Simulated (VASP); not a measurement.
Method: PBEsol GGA, VASP's PBE PAW potentials (set 64) (plane waves; VASP).

VASP input:

### POSCAR
```
Al2O3
1.0
  4.5528304562  -2.3870392077  -0.0010807279
  4.5528304562   2.3870392077  -0.0010807279
  3.3022465745   0.0000000000   3.9397194076
Al O
4 6
direct
  0.8520018996   0.8520018996   0.8520018996
  0.3520018996   0.3520018996   0.3520018996
  0.1479981004   0.1479981004   0.1479981004
  0.6479981004   0.6479981004   0.6479981004
  0.4440511700   0.0559488300   0.7500000000
  0.0559488300   0.7500000000   0.4440511700
  0.5559488300   0.9440511700   0.2500000000
  0.2500000000   0.5559488300   0.9440511700
  0.9440511700   0.2500000000   0.5559488300
  0.7500000000   0.4440511700   0.0559488300
```

### INCAR
```
ALGO  =  Normal
EDIFF  =  1E-6
EDIFFG  =  -0.02
ENCUT  =  520
GGA  =  PS
IBRION  =  2
ISIF  =  3
ISMEAR  =  0
LASPH  =  .True.
LCHARG  =  .False.
LREAL  =  .False.
LWAVE  =  .False.
NELM  =  100
NSW  =  60
PREC  =  Accurate
SIGMA  =  0.05
SYSTEM  =  Al2O3
```

KPOINTS:
```
Automatic
0
gamma
5 5 5
```

POTCAR, in this order: Al O (PBE.64 set). Program: vasp_std.

### Question
Estimate the energy per atom (σ→0), band gap (on the k-mesh).

### Answer

| Quantity | Value |
|---|---|
| energy per atom (σ→0) | -7.866 eV/atom |
| band gap (on the k-mesh) | 6.04 eV |

### OSZICAR
```
...
DAV:   7    -0.786930106232E+02    0.53604E-01   -0.57874E-01  1338   0.434E+00    0.316E+00
DAV:   8    -0.786634735532E+02    0.29537E-01   -0.53427E-02  1368   0.210E+00    0.619E-01
DAV:   9    -0.786640623231E+02   -0.58877E-03   -0.98283E-03  1344   0.616E-01    0.315E-01
DAV:  10    -0.786643523664E+02   -0.29004E-03   -0.41754E-04  1368   0.144E-01    0.563E-02
DAV:  11    -0.786643193234E+02    0.33043E-04   -0.25808E-04  1356   0.948E-02    0.256E-02
DAV:  12    -0.786643198412E+02   -0.51780E-06   -0.14124E-05  1362   0.246E-02    0.428E-03
DAV:  13    -0.786643194350E+02    0.40625E-06   -0.21465E-06   882   0.883E-03
   1 F= -.78664319E+02 E0= -.78664319E+02  d E =-.786643E+02
```

The compound is Al2O3 in the corundum structure. It was relaxed first. The start is the result of an earlier pass.
